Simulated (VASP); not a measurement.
OSZICAR of a VASP run on Se (space group P3_121):

**OSZICAR**
```
       N       E                     dE             d eps       ncg     rms          rms(c)
DAV:   1     0.673270727299E+02    0.67327E+02   -0.53552E+03   702   0.730E+02
DAV:   2    -0.605564694616E+01   -0.73383E+02   -0.70683E+02   933   0.152E+02
DAV:   3    -0.105570780295E+02   -0.45014E+01   -0.44753E+01   807   0.440E+01
DAV:   4    -0.105966206368E+02   -0.39543E-01   -0.39518E-01   887   0.478E+00
DAV:   5    -0.105970303961E+02   -0.40976E-03   -0.40975E-03   862   0.454E-01    0.653E+00
DAV:   6    -0.105316878582E+02    0.65343E-01   -0.41187E-02   812   0.146E+00    0.404E+00
DAV:   7    -0.105094296234E+02    0.22258E-01   -0.81212E-02   752   0.204E+00    0.201E-01
DAV:   8    -0.105088827377E+02    0.54689E-03   -0.96213E-03   727   0.694E-01    0.100E-01
DAV:   9    -0.105090230406E+02   -0.14030E-03   -0.31724E-04   922   0.134E-01    0.300E-02
DAV:  10    -0.105090684371E+02   -0.45397E-04   -0.59529E-05   747   0.583E-02    0.787E-03
DAV:  11    -0.105090725039E+02   -0.40668E-05   -0.98081E-06   817   0.211E-02    0.383E-03
DAV:  12    -0.105090723221E+02    0.18185E-06   -0.19885E-06   556   0.104E-02
   1 F= -.10509072E+02 E0= -.10509072E+02  d E =-.867964E-32
```

Problem. Which electronic solver shows in the log?

Solution. It is blocked Davidson (ALGO = Normal, or the opening steps of other solvers). The INCAR had ALGO = Normal.

Problem. Can the final energy be trusted as converged?

Solution. Self-consistency was reached. It stopped with EDIFF = 1E-6, NELM = 100 (PBE GGA, plane waves, VASP's PBE PAW potentials (set 64)).

The structure comes from a computed database's Se entry; how it stands against other phases isn't given here. The cell was not relaxed at this level.
